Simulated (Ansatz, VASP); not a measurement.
# Si2Mo in two plane-wave programs, part 2 of 2

Aim: how closely do two programs agree when they are given the same cell, functional and k mesh? The cell is taken from a series of runs on this material, whose earlier steps may have relaxed, scaled, displaced or heated it; both programs get it as it stands.

VASP 6.6.1 and Ansatz 0.2.0.

So far: Starting point; VASP: zone-centre phonons, LDA.

### Step 3. Ansatz: zone-centre phonons, LDA

Level of this step: Ansatz beside VASP: Kohn-Sham DFT, plane waves, LDA (Ansatz).

Ansatz runs on its PAW soft_1 files.

The same cell, functional (in two slightly different forms), mesh and smearing now go to Ansatz, which takes its cutoff from its data sets.

The input, input.yaml:

```yaml
crystal:
  lattice:
    - [-1.5525268817, 1.5525268817, 3.820600778]
    - [1.5525268817, -1.5525268817, 3.820600778]
    - [1.5525268817, 1.5525268817, -3.820600778]
  atoms:
    - { symbol: Si, position: [0.3343484137, 0.3343484137, 0.0] }
    - { symbol: Si, position: [0.6656515863, 0.6656515863, 0.0] }
    - { symbol: Mo, position: [0.0, 0.0, 0.0] }
kpoints:
  mp_grid: { grid: [20, 20, 20] }
hamiltonian:
  xc: lda
  pseudopotentials: { kind: paw, azcp: { folder: soft_1 }, xc_functional: pbe }
scf:
  occupations: { method: methfessel_paxton, width: 0.2 }
output:
  eigenvalues: true
phonons:
  method: dfpt
```

Started as:

```
ansatz run input.yaml --threads 4 --pin off --max-ram 10240MiB --backend cpu --events-out ev --progress --plain --runs-dir out
```

Numbers of over 12 decimals in the logs are rounded to 6 here.

The program printed:

```text
zone centre: on kpoints.mp_grid the ground state, and the responses unless they are solved on pairs of k-points, stand on 1166 of the mesh's 8000 k-points, reduced under 4 symmetry operations, with k and −k counted as one. Each operation leaves every solved displacement unchanged or reverses it
Engine: ansatz 0.2.0, x86_64-unknown-linux-gnu
Pseudopotentials: kind: paw
Pseudopotential: Si, paw, valence charge 4, recommended cutoff 420 eV (normal), soft_1/Si.paw.azcp
Pseudopotential: Mo, paw, valence charge 14, recommended cutoff 420 eV (normal), soft_1/Mo.paw.azcp
Functional definition: SPW92
  exchange = slater_x
  correlation = pw_c
Crystal: 3 atoms, lattice volume = 36.836 Å³
Basis set: ecut = 420 eV, 761 PW (Γ), exchange–correlation on 60×60×60 points (8 copies of the dense FFT grid, shifted against one another)
Bands: 15, of which v1, the nominal top of the filled ones, is band 11 counted from 1 (10 counted from 0)
Symmetry: 16 space group operations
k-points: 1166 of 8000 (irreducible under 4 space group operations, time reversal used)
Non-local potential: Si, projectors of the file, l = 0: 2, l = 1: 2, l = 2: 1
Non-local potential: Mo, projectors of the file, l = 0: 3, l = 1: 2, l = 2: 2, l = 3: 1
PAW form: soft (Blöchl's): semilocal exchange-correlation on the pseudo side does not see the compensation charge
PAW frozen core: Si, regenerated for the run's functional, and the local potential with it (the file was generated under x = pbe(κ = 0.804, μ = 0.219515), c = pbe(β = 0.066725))
PAW frozen core: Mo, regenerated for the run's functional, and the local potential with it (the file was generated under x = pbe(κ = 0.804, μ = 0.219515), c = pbe(β = 0.066725))
PAW one-centre angular grid: Si, 110 points (default); XC on 64 Gauss nodes
PAW one-centre angular grid: Mo, 590 points (default); XC on 64 Gauss nodes
Initial density: superposition of atomic densities (chi_scale 0.1, normalization cell, long waves kept (reshape's long-wave potential 0.00 eV rms))
Initial wavefunctions: pseudopotential atomic-orbital guess
Functional: x = slater, c = lda
SCF iter   1: F=—  HF=-6062.969718 eV  |F-HF|=—  |Δ(HF+E_count)|=         —  Δρ=9.19e-2  dr2=4.41e0  ethr=3.10e-3  ⟨swp⟩=5.5  Hψ=102004  notcnv=0
preconditioner: auto → Kerker (q_TF=auto, 2.504 Å⁻¹)  [metal: Δε(μ)=0.042 eV  Ē_g=8.637 eV  σ=0.200 eV  W_gap=0.17  n_scr=10 (ndim 8)  ℏωp=22.9 eV  f_vac=0.000  D(μ)=0.29/eV (n_scr^D=0)]
SCF iter   2: F=—  HF=-6061.914920 eV  |F-HF|=—  |Δ(HF+E_count)|=    1.05e0  S|Δr|=    0.00e0  Δρ=3.25e-2  dr2=2.83e-1  ethr=3.10e-3  ⟨swp⟩=2.1  Hψ=43260  notcnv=0
SCF iter   3: F=—  HF=-6061.854760 eV  |F-HF|=—  |Δ(HF+E_count)|=   6.02e-2  S|Δr|=    0.00e0  Δρ=1.39e-2  dr2=4.89e-2  ethr=1.29e-3  ⟨swp⟩=2.1  Hψ=25723  notcnv=0
SCF iter   4: F=—  HF=-6061.844321 eV  |F-HF|=—  |Δ(HF+E_count)|=   1.04e-2  S|Δr|=    0.00e0  Δρ=2.30e-3  dr2=1.93e-3  ethr=2.22e-4  ⟨swp⟩=2.5  Hψ=25546  notcnv=0
SCF iter   5: F=—  HF=-6061.843778 eV  |F-HF|=—  |Δ(HF+E_count)|=   5.43e-4  S|Δr|=    0.00e0  Δρ=3.67e-4  dr2=9.11e-5  ethr=8.79e-6  ⟨swp⟩=2.7  Hψ=29000  notcnv=0
SCF iter   6: F=—  HF=-6061.843758 eV  |F-HF|=—  |Δ(HF+E_count)|=   1.96e-5  S|Δr|=    0.00e0  Δρ=4.02e-5  dr2=1.08e-6  ethr=4.14e-7  ⟨swp⟩=2.3  Hψ=23628  notcnv=0
SCF iter   7: F=—  HF=-6061.843759 eV  |F-HF|=—  |Δ(HF+E_count)|=   8.85e-7  S|Δr|=    0.00e0  Δρ=6.81e-6  dr2=2.29e-8  ethr=4.89e-9  ⟨swp⟩=2.3  Hψ=23555  notcnv=0
SCF iter   8: F=—  HF=-6061.843759 eV  |F-HF|=—  |Δ(HF+E_count)|=   3.22e-9  S|Δr|=    0.00e0  Δρ=1.02e-6  dr2=2.95e-10  ethr=1.04e-10  ⟨swp⟩=2.6  Hψ=28628  notcnv=0
SCF iter   9: F=-6061.843759 eV  HF=-6061.843759 eV  |F-HF|=5.46e-12  |Δ(HF+E_count)|=  7.91e-11  S|Δr|=    0.00e0  Δρ=1.42e-7  dr2=5.28e-12  ethr=1.00e-12  ⟨swp⟩=4.1  Hψ=84577  notcnv=0
the search or the solves at the SCF's close seem to have found levels that the self-consistency loop had missed (the run counts 2). By its estimate they hold under 1e-12 electrons; where the run keeps them, the occupations were computed again with them
SCF 1 converged in 9 iterations: F = -6061.843759 eV  dr2 = 5.28e-12
  greatest PAW one-centre occupation: 0.998 electrons in one spin orbital (limit 2), on the Mo atom at site 2 (counted from 0), in its partial waves of l = 0
DFPT response loops at Γ: preconditioner auto → Kerker (q_TF=auto, 2.504 Å⁻¹) (partly filled bands, converged f_vac=0.000); β = 1.00, the filter's whole step (`scf.mixing.beta` (0.50) is not read by the response loops under this deck's `scf.mixing.preconditioner`; to damp them name `kerker` or `kerker_dos`, under which they read `scf.mixing.beta`, and type it under 1.00, their step now; both keys bind the ground state too); Broyden in place of MSR1
SCF converged after 9 iterations
Stability not checked: this state was not tested for a lower state beside it, because cold or Methfessel-Paxton smearing, or corrected tetrahedra, fill the levels in a way that the test cannot read (fill_not_monotonic; see scf.lower_state_search)
Free energy (F): -6061.843759 eV
Harris-Foulkes:  -6061.843759 eV  (|F-HF|=5.46e-12)
Internal energy: -6061.844123 eV  (E = F + TS)
E sigma→0 (E₀):  -6061.843850 eV
Entropy (-TS):   0.000364 eV (0.121 meV/atom)
Fermi energy:    17.397990 eV
--- Per-component energies (eV) ---
  E_band       = -17.819391
  E_kinetic    = 521.803482
  E_local      = -1076.986908  (includes V_loc(G=0)·N_el)
  E_nonlocal   = 201.181161
  E_hartree    = 415.262988
  E_xc         = -295.243799
  E_vxc        = -325.941971  (∫ρ·V_xc dr)
  E_paw        = -4070.785069  (= ΣΔE_a)
  E_vpaw       = -168.401273  (= ΣTr[D̂ρ^β])
  E_aug_tail   = 0.000129  (compensation charges beyond the density's cutoff)
  E_ewald      = -1757.717585
  E_core_change = 0.641477  (= ΣΔE_core)
  E_smearing   = 0.000364  (= −TS)
  E_closure    = 0.000000  (closes the sum)
  Σ components = -6061.843759   (vs F -6061.843759, Δ=0.00e0)
--- Band table (eV; the first three rows and the last of 1166) ---
  k-point 0: bands = [... 7 lower, 14.0725, 14.5533, 14.5533, 17.8598, 20.3385, 21.0946, 21.2651, 21.2651]
  k-point 1: bands = [... 7 lower, 13.9384, 14.3207, 15.0392, 17.5217, 20.5751, 20.7978, 21.1608, 21.3102]
  k-point 2: bands = [... 7 lower, 13.7494, 14.0352, 15.6347, 16.6919, 20.3418, 21.0461, 21.0966, 21.4254]
  k-point 1165: bands = [... 7 lower, 14.9260, 16.7499, 16.7499, 16.9771, 16.9771, 18.0179, 22.3782, 23.4912]
--- Phonons (Γ-DFPT): 4 representative perturbations + reference, on 1166 of 8000 k-points (Σ response iterations 12) ---
  k mesh reduced under 4 symmetry operations, with k and −k counted as one. Each operation leaves every solved displacement unchanged or reverses it
  ASR residual: 4.262e-5 → 0.000e0 eV/Å²; symmetrization residual: 2.530e-6 eV/Å²
  ASR residual per site (eV/Å²): 4.26e-5 4.26e-5 4.00e-5
  Γ frequencies (cm⁻¹): 0.00 0.00 0.00 315.90 315.90 362.15 374.23 374.23 477.19
  non-analytic LO–TO correction: not included (Born effective charges unavailable; polar crystals: no LO–TO splitting at Γ)
```

Reading the cycles: dr2 is the Hartree energy of the density residual (eV), the measure of convergence; HF is the Harris–Foulkes estimate of the energy, which meets the free energy F at convergence.

### Step 4. Comparison

Known differences besides the potentials themselves: the two LDA forms differ slightly; the cutoff is 420 eV in Ansatz and 500 eV in VASP; VASP's log shows a relativistic correction to its local exchange, Ansatz's none. Total energies have different zeros and are not compared.

The two programs side by side:

```csv
quantity,Ansatz,VASP,difference
optical mode 1 to 2 (cm⁻¹),315.9,317.8,-0.61 %
optical mode 3 (cm⁻¹),362.1,364.5,-0.66 %
optical mode 4 to 5 (cm⁻¹),374.2,375.0,-0.20 %
optical mode 6 (cm⁻¹),477.2,477.6,-0.09 %
```

Modes are paired by rising frequency, not by their patterns, so a pair may set unlike modes beside each other; they are those without the splitting of longitudinal modes.

### Step 5. Outcome

```json
{
  "r.m.s. difference of the optical zone-centre modes, each program's sorted by frequency (zone-centre phonons, LDA)": "1.6 cm⁻¹",
  "difference in optical mode 3 (zone-centre phonons, LDA)": "-0.7 %"
}
```

In words: The r.m.s. difference of the optical zone-centre modes, each program's sorted by frequency is 1.6 cm⁻¹ (zone-centre phonons, LDA). Among the rows given in per cent, the largest difference of the zone-centre phonons, LDA pair is in optical mode 3, -0.7 %. Such differences can come from data sets, numerical settings and the points named under the comparisons, not from the functional's error against experiment.

[Lines on the potential files, build, host, timing and source positions are cut from VASP's logs without a mark.]

[Logs are printed without paths, hosts, clocks, repeated set-up lines and the standing remarks that a program may print on its own settings, such as how far it seeks lower states.]

[Hosts, paths, dates, database ids (printed as entryN), source tags and the programs' standing remarks are cut or masked in the printed files.]
